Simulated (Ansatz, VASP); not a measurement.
# CsIn: VASP beside Ansatz, part 2 of 2

Wanted: the spread between two codes on one cell, functional and k mesh. The cell is generated by rule, not measured, and may not be a known phase. The cell is taken from a series of runs on this material, whose earlier steps may have relaxed, scaled, displaced or heated it; both programs get it as it stands.

VASP 6.6.1 and Ansatz 0.2.0.

So far: Starting point; VASP: zone-centre phonons, PBEsol.

The structure was built from a prototype and need not be the compound's stable phase.

## Step 3: Ansatz: zone-centre phonons, PBEsol

Level of this step: Ansatz beside VASP: Kohn-Sham DFT, plane waves, PBEsol (Ansatz).

Ansatz runs on its default PAW (the set named soft_2) files.

The same cell, functional, mesh and smearing now go to Ansatz, which takes its cutoff from its data sets.

The input, input.yaml:

```yaml
crystal:
  lattice:
    - [2.8291912136, -2.828465871, 0.0]
    - [2.8291912136, 2.828465871, 0.0]
    - [0.0, 0.0, 5.2996276533]
  atoms:
    - { symbol: Cs, position: [0.0, 0.0, 0.0] }
    - { symbol: In, position: [0.5, 0.5, 0.5] }
kpoints:
  mp_grid: { grid: [10, 10, 8] }
hamiltonian:
  xc: pbesol
scf:
  occupations: { method: methfessel_paxton, width: 0.15 }
output:
  eigenvalues: true
phonons:
  method: dfpt
```

On the command line:

```
$ ansatz run input.yaml --threads 4 --pin off --max-ram 7168MiB --backend cpu --events-out ev --progress --plain --runs-dir out
```

Numbers of over 12 decimals in the logs are rounded to 6 here.

The log of the run:

```text
zone centre: on kpoints.mp_grid the ground state, and the responses unless they are solved on pairs of k-points, stand on 155 of the mesh's 800 k-points, reduced under 8 symmetry operations, with k and −k counted as one. Each operation leaves every solved displacement unchanged or reverses it
Engine: ansatz 0.2.0, aarch64-unknown-linux-gnu
Pseudopotentials: kind: paw
Pseudopotential: Cs, paw, valence charge 9, recommended cutoff 420 eV (normal), Cs.paw.azcp
Pseudopotential: In, paw, valence charge 13, recommended cutoff 420 eV (normal), In.paw.azcp
Functional definition: PBEsol
  exchange = pbesol_x
  correlation = pbesol_c
Crystal: 2 atoms, lattice volume = 84.818 Å³
Basis set: ecut = 420 eV, 1625 PW (Γ), exchange–correlation on 54×54×72 points (8 copies of the dense FFT grid, shifted against one another)
Bands: 15, of which v1, the nominal top of the filled ones, is band 11 counted from 1 (10 counted from 0)
Symmetry: 8 space group operations
k-points: 155 of 800
Non-local potential: Cs, projectors of the file, l = 0: 3, l = 1: 2, l = 2: 2, l = 3: 2
Non-local potential: In, projectors of the file, l = 0: 2, l = 1: 2, l = 2: 2, l = 3: 2
PAW form: soft (Blöchl's): semilocal exchange-correlation on the pseudo side does not see the compensation charge
PAW frozen core: Cs, regenerated for the run's functional, and the local potential with it (the file was generated under x = pbe(κ = 0.804, μ = 0.219515), c = pbe(β = 0.066725))
PAW frozen core: In, regenerated for the run's functional, and the local potential with it (the file was generated under x = pbe(κ = 0.804, μ = 0.219515), c = pbe(β = 0.066725))
PAW one-centre angular grid: Cs, 194 points (default); XC on 64 Gauss nodes
PAW one-centre angular grid: In, 590 points (default); XC on 64 Gauss nodes
Initial density: superposition of atomic densities (neutral atoms: chi_scale 0, normalization atom), corrected by the library's trained network
Initial wavefunctions: pseudopotential atomic-orbital guess
Functional: x = pbesol(κ = 0.804, μ = 0.123457), c = pbesol(β = 0.046)
SCF iter   1: F=—  HF=-11110.843322 eV  |F-HF|=—  |Δ(HF+E_count)|=         —  Δρ=2.29e-3  dr2=5.31e-3  ethr=1.77e-3  ⟨swp⟩=7.1  Hψ=13179  notcnv=0
preconditioner: auto → Kerker (q_TF=auto, 2.179 Å⁻¹)  [metal: Δε(μ)=0.031 eV  Ē_g=13.074 eV  σ=0.150 eV  W_gap=0.17  n_scr=14 (ndim 8)  ℏωp=18.0 eV  f_vac=0.000  D(μ)=1.50/eV (n_scr^D=6)]
SCF iter   2: F=—  HF=-11110.842702 eV  |F-HF|=—  |Δ(HF+E_count)|=   6.20e-4  S|Δr|=    0.00e0  Δρ=1.36e-3  dr2=2.42e-3  ethr=2.41e-5  ⟨swp⟩=2.3  Hψ=5163  notcnv=0
SCF iter   3: F=—  HF=-11110.842675 eV  |F-HF|=—  |Δ(HF+E_count)|=   2.67e-5  S|Δr|=    0.00e0  Δρ=3.87e-4  dr2=2.36e-4  ethr=1.10e-5  ⟨swp⟩=2.0  Hψ=3781  notcnv=0
SCF iter   4: F=—  HF=-11110.842673 eV  |F-HF|=—  |Δ(HF+E_count)|=   1.58e-6  S|Δr|=    0.00e0  Δρ=1.85e-4  dr2=4.30e-5  ethr=1.07e-6  ⟨swp⟩=2.0  Hψ=3563  notcnv=0
SCF iter   5: F=—  HF=-11110.842660 eV  |F-HF|=—  |Δ(HF+E_count)|=   1.28e-5  S|Δr|=    0.00e0  Δρ=4.72e-5  dr2=4.12e-6  ethr=1.96e-7  ⟨swp⟩=2.0  Hψ=3984  notcnv=0
SCF iter   6: F=—  HF=-11110.842659 eV  |F-HF|=—  |Δ(HF+E_count)|=   1.06e-6  S|Δr|=    0.00e0  Δρ=9.55e-6  dr2=1.74e-7  ethr=1.87e-8  ⟨swp⟩=2.2  Hψ=3317  notcnv=0
SCF iter   7: F=—  HF=-11110.842660 eV  |F-HF|=—  |Δ(HF+E_count)|=   4.99e-7  S|Δr|=    0.00e0  Δρ=2.45e-6  dr2=8.72e-9  ethr=7.92e-10  ⟨swp⟩=2.5  Hψ=3647  notcnv=0
SCF iter   8: F=—  HF=-11110.842660 eV  |F-HF|=—  |Δ(HF+E_count)|=   2.04e-9  S|Δr|=    0.00e0  Δρ=6.92e-7  dr2=5.84e-10  ethr=3.96e-11  ⟨swp⟩=2.5  Hψ=4006  notcnv=0
SCF iter   9: F=—  HF=-11110.842660 eV  |F-HF|=—  |Δ(HF+E_count)|=  5.46e-12  S|Δr|=    0.00e0  Δρ=1.78e-7  dr2=3.38e-11  ethr=2.66e-12  ⟨swp⟩=2.0  Hψ=3890  notcnv=0
SCF iter  10: F=-11110.842660 eV  HF=-11110.842660 eV  |F-HF|=0.00e0  |Δ(HF+E_count)|=  5.46e-12  S|Δr|=    0.00e0  Δρ=2.83e-8  dr2=8.35e-13  ethr=1.00e-12  ⟨swp⟩=5.6  Hψ=10120  notcnv=0
the search or the solves at the SCF's close seem to have found levels that the self-consistency loop had missed (the run counts 2). By its estimate they hold under 1e-12 electrons; where the run keeps them, the occupations were computed again with them
SCF 1 converged in 10 iterations: F = -11110.842660 eV  dr2 = 8.35e-13
  greatest PAW one-centre occupation: 0.982 electrons in one spin orbital (limit 2), on the In atom at site 1 (counted from 0), in its partial waves of l = 2
DFPT response loops at Γ: preconditioner auto → Kerker (q_TF=auto, 2.179 Å⁻¹) (partly filled bands, converged f_vac=0.000); β = 1.00, the filter's whole step (`scf.mixing.beta` (0.50) is not read by the response loops under this deck's `scf.mixing.preconditioner`; to damp them name `kerker` or `kerker_dos`, under which they read `scf.mixing.beta`, and type it under 1.00, their step now; both keys bind the ground state too); Broyden in place of MSR1
SCF converged after 10 iterations
Stability not checked: this state was not tested for a lower state beside it, because cold or Methfessel-Paxton smearing, or corrected tetrahedra, fill the levels in a way that the test cannot read (fill_not_monotonic; see scf.lower_state_search)
Free energy (F): -11110.842660 eV
Harris-Foulkes:  -11110.842660 eV  (|F-HF|=0.00e0)
Internal energy: -11110.845103 eV  (E = F + TS)
E sigma→0 (E₀):  -11110.843271 eV
Entropy (-TS):   0.002443 eV (1.221 meV/atom)
Fermi energy:    6.575778 eV
--- Per-component energies (eV) ---
  E_band       = -112.943275
  E_kinetic    = 383.433778
  E_local      = -1600.253596  (includes V_loc(G=0)·N_el)
  E_nonlocal   = 398.319807
  E_hartree    = 625.231201
  E_xc         = -386.258716
  E_vxc        = -225.902874  (∫ρ·V_xc dr)
  E_paw        = -9064.075093  (= ΣΔE_a)
  E_vpaw       = -319.002822  (= ΣTr[D̂ρ^β])
  E_aug_tail   = 0.000024  (compensation charges beyond the density's cutoff)
  E_ewald      = -1467.622569
  E_core_change = 0.380063  (= ΣΔE_core)
  E_smearing   = 0.002443  (= −TS)
  E_closure    = 0.000000  (closes the sum)
  Σ components = -11110.842660   (vs F -11110.842660, Δ=0.00e0)
--- Band table (eV; the first three rows and the last of 155) ---
  k-point 0: bands = [... 7 lower, -2.4437, -2.4435, 0.5858, 7.6884, 7.7516, 8.6040, 10.2306, 10.2311]
  k-point 1: bands = [... 7 lower, -2.4403, -2.4401, 0.7284, 6.8300, 8.5301, 8.6328, 10.0327, 10.0335]
  k-point 2: bands = [... 7 lower, -2.4321, -2.4319, 1.0876, 5.9565, 8.7069, 9.2846, 9.6776, 9.6789]
  k-point 154: bands = [... 7 lower, -3.3235, -2.6663, 3.1005, 5.7222, 5.7235, 5.7510, 11.2284, 12.6278]
--- Phonons (Γ-DFPT): 6 representative perturbations + reference, on 155 of 800 k-points (Σ response iterations 18) ---
  k mesh reduced under 8 symmetry operations, with k and −k counted as one. Each operation leaves every solved displacement unchanged or reverses it
  ASR residual: 9.580e-5 → 0.000e0 eV/Å²; symmetrization residual: 6.855e-5 eV/Å²
  ASR residual per site (eV/Å²): 8.06e-5 9.58e-5
  Γ frequencies (cm⁻¹): 0.00 0.00 0.00 64.29 64.35 79.11
  non-analytic LO–TO correction: not included (Born effective charges unavailable; polar crystals: no LO–TO splitting at Γ)
```

## Step 4: Differences

Known differences besides the potentials themselves: the cutoff is 420 eV in Ansatz and 500 eV in VASP; Ansatz makes its cores anew for this functional, VASP keeps those of its PBE data sets. Total energies have different zeros and are not compared.

Both answers:

```tsv
quantity	Ansatz	VASP	difference
optical mode 1 to 2 (cm⁻¹)	64.3	64.9	-0.88 %
optical mode 3 (cm⁻¹)	79.1	79.8	-0.87 %
```

Modes are paired by rising frequency, not by their patterns, so a pair may set unlike modes beside each other; they are those without the splitting of longitudinal modes.

## Step 5: Outcome

| Property | Result |
| --- | --- |
| r.m.s. difference of the optical zone-centre modes, each program's sorted by frequency (zone-centre phonons, PBEsol) | 0.61 cm⁻¹ |
| difference in optical mode 1 to 2 (zone-centre phonons, PBEsol) | -0.9 % |

In words: The r.m.s. difference of the optical zone-centre modes, each program's sorted by frequency is 0.61 cm⁻¹ (zone-centre phonons, PBEsol). Among the rows given in per cent, the largest difference of the zone-centre phonons, PBEsol pair is in optical mode 1 to 2, -0.9 %. How closely two codes agree says nothing of how well the functional describes the real material.

[Lines on the potential files, build, host, timing and source positions are cut from VASP's logs without a mark.]

[Logs are printed without paths, hosts, clocks, repeated set-up lines and the standing remarks that a program may print on its own settings, such as how far it seeks lower states.]

[Hosts, paths, dates, database ids (printed as entryN), source tags and the programs' standing remarks are cut or masked in the printed files.]
